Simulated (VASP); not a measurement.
An input for Ansatz (written as the equivalent of a VASP run, and not itself run):

Ansatz 0.2 input:
```yaml
crystal:
  lattice:
    - [0.0000000, 2.7802030, 2.7802030]
    - [2.7802030, 0.0000000, 2.7802030]
    - [2.7802030, 2.7802030, 0.0000000]
  atoms:
    - { symbol: Ga, position: [0.0000000, 0.0000000, 0.0000000] }
    - { symbol: P, position: [0.2500000, 0.2500000, 0.2500000] }
kpoints:
  mp_grid: { grid: [6, 6, 6] }
hamiltonian:
  xc: hse06
  pseudopotentials: { kind: paw }
scf:
  occupations: { method: gaussian, width: 0.05 }
  max_iter: 60
output: { forces: true, stress: true, eigenvalues: true }
```

**Question.** Write the VASP files for the same calculation (HSE06).

**Answer.** Several could match; the one computed here: 
File KPOINTS:
```
K-points
0
gamma
  6 6 6
0 0 0
```

File POSCAR:
```
GaP
1
    0.0000000000     2.7802029779     2.7802029779
    2.7802029779     0.0000000000     2.7802029779
    2.7802029779     2.7802029779     0.0000000000
Ga P
1 1
Direct
  0.0000000000   0.0000000000   0.0000000000
  0.2500000000   0.2500000000   0.2500000000
```

### INCAR
```
SYSTEM = GaP
PRECFOCK = Fast
ALGO = Normal
GGA = PE
LWAVE = .FALSE.
HFSCREEN = 0.2
NELM = 60
AEXX = 0.25
PREC = Accurate
EDIFF = 1E-6   # SCF stop (eV)
LHFCALC = .TRUE.
ISYM = 3
ENCUT = 520
LREAL = .FALSE.   # projection in real space or not
ISIF = 2   # forces and stress, cell fixed
LMAXMIX = 4   # l cut-off of mixed one-centre charges
ISMEAR = 0
SIGMA = 0.05   # width (eV)
LCHARG = .FALSE.
LASPH = .TRUE.   # aspherical one-centre terms
```

POTCAR, in this order: Ga_d P (PBE.64 set). Program: vasp_std. Read from the step before: WAVECAR.

The two are equivalent in intent, not identical: each code has its own PAW files, so the cut-off isn't converted (ENCUT is set for VASP's; basis.ecutwfc is left out, and Ansatz then takes the one that its files recommend); Ansatz stops its SCF on the density residual and VASP on the energy change (EDIFF); Ansatz's hse06 screens at 0.11 per bohr (0.208 per Å), slightly more than HFSCREEN = 0.2.

The compound is GaP in the zinc blende structure. This cell is one point of a volume scan, at 1.03 of the reference volume.
